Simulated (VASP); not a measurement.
These are PBE GGA, VASP's PBE PAW potentials (set 64) (plane waves; VASP) values and carry that method's errors.

VASP ran on this input.

POSCAR:
```
Bi
1.0
  4.1658200000  -2.2750000000   0.0000000000
  4.1658200000   2.2750000000   0.0000000000
  2.9234170000   0.0000000000   3.7394270000
Bi
2
Cart
  2.6336833380   0.0000000000   0.8750259180
  8.6213736620  -0.0000000000   2.8644010820
```

### KPOINTS
```
K-points
0
Gamma
9 9 9
```

### INCAR
```
ALGO  =  Normal
EDIFF  =  1E-6
EDIFFG  =  -0.01
ENCUT  =  400
GGA  =  PE
IBRION  =  2
ISIF  =  3
ISMEAR  =  1
LASPH  =  .TRUE.
LCHARG  =  .FALSE.
LMAXMIX  =  4
LREAL  =  .FALSE.
LWAVE  =  .FALSE.
NELM  =  100
NSW  =  60
PREC  =  Accurate
SIGMA  =  0.1
SYSTEM  =  Bi
```

POTCAR, in this order: Bi_d (PBE.64 set). Program: vasp_std.

Output

**OSZICAR**
```
...
DAV:   9    -0.776761546392E+01   -0.20536E-04   -0.63526E-05  4289   0.720E-02    0.991E-03
DAV:  10    -0.776761387025E+01    0.15937E-05   -0.63022E-06  2774   0.208E-02    0.168E-03
DAV:  11    -0.776761437887E+01   -0.50862E-06   -0.70561E-07  2079   0.858E-03
   1 F= -.77676144E+01 E0= -.77676742E+01  d E =-.776761E+01
       N       E                     dE             d eps       ncg     rms          rms(c)
DAV:   1    -0.861770700531E+01   -0.85009E+00   -0.26832E+01  3524   0.864E+01    0.476E+00
DAV:   2    -0.791405622346E+01    0.70365E+00   -0.14893E+00  3488   0.194E+01    0.199E+00
DAV:   3    -0.777373953359E+01    0.14032E+00   -0.68196E-01  4070   0.118E+01    0.238E-01
DAV:   4    -0.777381100646E+01   -0.71473E-04   -0.16932E-02  3389   0.135E+00    0.105E-01
DAV:   5    -0.777418885084E+01   -0.37784E-03   -0.41107E-03  4135   0.711E-01    0.864E-02
DAV:   6    -0.777412009426E+01    0.68757E-04   -0.54233E-04  4143   0.346E-01    0.119E-02
DAV:   7    -0.777411080848E+01    0.92858E-05   -0.47465E-05  4108   0.896E-02    0.552E-03
DAV:   8    -0.777411294674E+01   -0.21383E-05   -0.34874E-06  3269   0.161E-02    0.152E-03
DAV:   9    -0.777411421123E+01   -0.12645E-05   -0.69740E-07  1645   0.667E-03    0.695E-04
DAV:  10    -0.777411422849E+01   -0.17263E-07   -0.15332E-07  1615   0.597E-03
   2 F= -.77741142E+01 E0= -.77741841E+01  d E =-.649985E-02
       N       E                     dE             d eps       ncg     rms          rms(c)
DAV:   1    -0.791306603208E+01   -0.13895E+00   -0.39134E+00  3521   0.304E+01    0.192E+00
DAV:   2    -0.779880439049E+01    0.11426E+00   -0.24393E-01  3488   0.758E+00    0.780E-01
DAV:   3    -0.777820847390E+01    0.20596E-01   -0.96709E-02  4059   0.453E+00    0.814E-02
DAV:   4    -0.777835652441E+01   -0.14805E-03   -0.22704E-03  3306   0.439E-01    0.431E-02
DAV:   5    -0.777850959713E+01   -0.15307E-03   -0.56106E-04  3694   0.223E-01    0.291E-02
DAV:   6    -0.777851619375E+01   -0.65966E-05   -0.44018E-05  4333   0.892E-02    0.367E-03
DAV:   7    -0.777851805529E+01   -0.18615E-05   -0.28321E-06  2424   0.217E-02    0.198E-03
DAV:   8    -0.777851797257E+01    0.82722E-07   -0.32138E-07  1651   0.625E-03
   3 F= -.77785180E+01 E0= -.77785842E+01  d E =-.109036E-01
       N       E                     dE             d eps       ncg     rms          rms(c)
DAV:   1    -0.777864020905E+01   -0.12215E-03   -0.37804E-03  3521   0.969E-01    0.588E-02
DAV:   2    -0.777853529921E+01    0.10491E-03   -0.22474E-04  3488   0.233E-01    0.242E-02
DAV:   3    -0.777851478009E+01    0.20519E-04   -0.94493E-05  4058   0.141E-01    0.259E-03
DAV:   4    -0.777851377302E+01    0.10071E-05   -0.19907E-06  2120   0.144E-02    0.123E-03
DAV:   5    -0.777851282288E+01    0.95014E-06   -0.95572E-07  1615   0.135E-02
   4 F= -.77785128E+01 E0= -.77785791E+01  d E =-.108984E-01
       N       E                     dE             d eps       ncg     rms          rms(c)
DAV:   1    -0.777910518211E+01   -0.59141E-03   -0.23201E-02  3457   0.128E+00    0.114E-01
DAV:   2    -0.777881132169E+01    0.29386E-03   -0.97862E-04  4432   0.543E-01    0.731E-02
DAV:   3    -0.777860865723E+01    0.20266E-03   -0.33483E-04  4184   0.415E-01    0.733E-03
DAV:   4    -0.777861734510E+01   -0.86879E-05   -0.11989E-04  3425   0.156E-01    0.463E-03
DAV:   5    -0.777861699638E+01    0.34871E-06   -0.45337E-06  3249   0.265E-02
   5 F= -.77786170E+01 E0= -.77786839E+01  d E =-.104174E-03
       N       E                     dE             d eps       ncg     rms          rms(c)
DAV:   1    -0.778307506413E+01   -0.44577E-02   -0.20787E-01  3456   0.383E+00    0.341E-01
DAV:   2    -0.778043494006E+01    0.26401E-02   -0.87094E-03  4286   0.155E+00    0.218E-01
DAV:   3    -0.777862706896E+01    0.18079E-02   -0.30008E-03  4141   0.120E+00    0.214E-02
DAV:   4    -0.777870058972E+01   -0.73521E-04   -0.98101E-04  3428   0.439E-01    0.133E-02
DAV:   5    -0.777870008620E+01    0.50352E-06   -0.41489E-05  4056   0.804E-02    0.451E-03
DAV:   6    -0.777869985127E+01    0.23493E-06   -0.31088E-06  2794   0.283E-02
   6 F= -.77786999E+01 E0= -.77787546E+01  d E =-.187028E-03
       N       E                     dE             d eps       ncg     rms          rms(c)
DAV:   1    -0.777892892245E+01   -0.22884E-03   -0.10352E-02  3472   0.855E-01    0.762E-02
DAV:   2    -0.777879653512E+01    0.13239E-03   -0.42728E-04  4577   0.360E-01    0.489E-02
DAV:   3    -0.777870604300E+01    0.90492E-04   -0.15187E-04  4152   0.279E-01    0.505E-03
DAV:   4    -0.777871076436E+01   -0.47214E-05   -0.55536E-05  3434   0.108E-01    0.315E-03
DAV:   5    -0.777871110393E+01   -0.33957E-06   -0.18615E-06  1703   0.190E-02
   7 F= -.77787111E+01 E0= -.77787706E+01  d E =-.198281E-03
       N       E                     dE             d eps       ncg     rms          rms(c)
DAV:   1    -0.777915938786E+01   -0.44862E-03   -0.21976E-02  3450   0.124E+00    0.111E-01
DAV:   2    -0.777887898611E+01    0.28040E-03   -0.90910E-04  4491   0.523E-01    0.713E-02
DAV:   3    -0.777868658204E+01    0.19240E-03   -0.32453E-04  4192   0.409E-01    0.741E-03
DAV:   4    -0.777869636955E+01   -0.97875E-05   -0.11938E-04  3440   0.159E-01    0.462E-03
DAV:   5    -0.777869700190E+01   -0.63234E-06   -0.50776E-06  3292   0.288E-02
   8 F= -.77786970E+01 E0= -.77787612E+01  d E =-.184179E-03
       N       E                     dE             d eps       ncg     rms          rms(c)
DAV:   1    -0.777883324005E+01   -0.13687E-03   -0.59054E-03  3456   0.643E-01    0.578E-02
DAV:   2    -0.777875891700E+01    0.74323E-04   -0.25484E-04  4545   0.280E-01    0.371E-02
DAV:   3    -0.777870686559E+01    0.52051E-04   -0.86247E-05  4149   0.211E-01    0.379E-03
DAV:   4    -0.777870892255E+01   -0.20570E-05   -0.30932E-05  3428   0.801E-02    0.233E-03
DAV:   5    -0.777870868792E+01    0.23463E-06   -0.99821E-07  1648   0.137E-02
   9 F= -.77787087E+01 E0= -.77787708E+01  d E =-.195865E-03
       N       E                     dE             d eps       ncg     rms          rms(c)
DAV:   1    -0.777874619500E+01   -0.37272E-04   -0.16669E-03  3445   0.343E-01    0.305E-02
DAV:   2    -0.777872518722E+01    0.21008E-04   -0.68139E-05  4604   0.145E-01    0.196E-02
DAV:   3    -0.777871070207E+01    0.14485E-04   -0.24172E-05  4096   0.112E-01    0.200E-03
DAV:   4    -0.777871120620E+01   -0.50413E-06   -0.88707E-06  3329   0.430E-02
  10 F= -.77787112E+01 E0= -.77787719E+01  d E =-.198383E-03
       N       E                     dE             d eps       ncg     rms          rms(c)
DAV:   1    -0.777943486507E+01   -0.72416E-03   -0.38718E-02  4044   0.252E+00    0.146E-01
DAV:   2    -0.777883711874E+01    0.59775E-03   -0.18142E-03  3494   0.614E-01    0.622E-02
DAV:   3    -0.777871512355E+01    0.12200E-03   -0.67979E-04  4051   0.372E-01    0.856E-03
DAV:   4    -0.777871884675E+01   -0.37232E-05   -0.24967E-05  3439   0.542E-02    0.363E-03
DAV:   5    -0.777872076534E+01   -0.19186E-05   -0.24504E-06  1979   0.202E-02    0.218E-03
DAV:   6    -0.777872164303E+01   -0.87769E-06   -0.73338E-07  1630   0.985E-03
  11 F= -.77787216E+01 E0= -.77787817E+01  d E =-.104368E-04
       N       E                     dE             d eps       ncg     rms          rms(c)
DAV:   1    -0.777881810295E+01   -0.97338E-04   -0.48729E-03  3937   0.899E-01    0.518E-02
DAV:   2    -0.777874607518E+01    0.72028E-04   -0.23333E-04  3494   0.219E-01    0.222E-02
DAV:   3    -0.777873001818E+01    0.16057E-04   -0.87002E-05  4038   0.133E-01    0.307E-03
DAV:   4    -0.777872890327E+01    0.11149E-05   -0.29663E-06  2526   0.195E-02    0.131E-03
DAV:   5    -0.777872836407E+01    0.53920E-06   -0.66518E-07  1615   0.121E-02
  12 F= -.77787284E+01 E0= -.77787886E+01  d E =-.171579E-04
```

OUTCAR:
```
------------------------ aborting loop because EDIFF is reached ----------------------------------------
  FORCE on cell =-STRESS in cart. coord.  units (eV):
  Direction    XX          YY          ZZ          XY          YZ          ZX
  --------------------------------------------------------------------------------------
  Total        0.0160488      0.0168569      0.0167677      0.0000000      0.0000000     -0.0002685
  in kB        0.3520460      0.3697706      0.3678141      0.0000000      0.0000000     -0.0058889
  external PRESSURE =       0.3632103 kB  Pullay stress =       0.0000000 kB
  volume of cell :       73.04
      direct lattice vectors                 reciprocal lattice vectors
     4.224276800 -2.292585753  0.008723068     0.118556109 -0.218094350 -0.093295090
     4.224276800  2.292585753  0.008723068     0.118556109  0.218094350 -0.093295090
     2.972270018  0.000000000  3.777055850    -0.000547608  0.000000000  0.265187405
 POSITION                                       TOTAL-FORCE (eV/Angst)
 -----------------------------------------------------------------------------------
      2.67671      0.00000      0.88932        -0.008330      0.000000     -0.002767
      8.74411      0.00000      2.90518         0.008330      0.000000      0.002767
 -----------------------------------------------------------------------------------
    total drift:                               -0.000000     -0.000000      0.000000
  FREE ENERGIE OF THE ION-ELECTRON SYSTEM (eV)
  ---------------------------------------------------
  free  energy   TOTEN  =        -7.7787283641 eV

  energy  without entropy=       -7.7789091273  energy(sigma->0) =       -7.77878862

 reached required accuracy - stopping structural energy minimisation
```
(Selected blocks of OUTCAR.)

### CONTCAR
```
Bi
   1.00000000000000
     4.2242767997231487   -2.2925857526153472    0.0087230679837462
     4.2242767997231487    2.2925857526153472    0.0087230679837462
     2.9722700176445116    0.0000000000000000    3.7770558503718918
  Bi
     2
Direct
     0.2343709355619399    0.2343709355619399    0.2343709355611074
     0.7656290644380601    0.7656290644380601    0.7656290644388924
```

Energy and stress use the plane-wave basis of the starting cell.

The compound is Bi in the a7 structure. This run relaxes it. Symmetry was kept, so distortions that lower it aren't found.
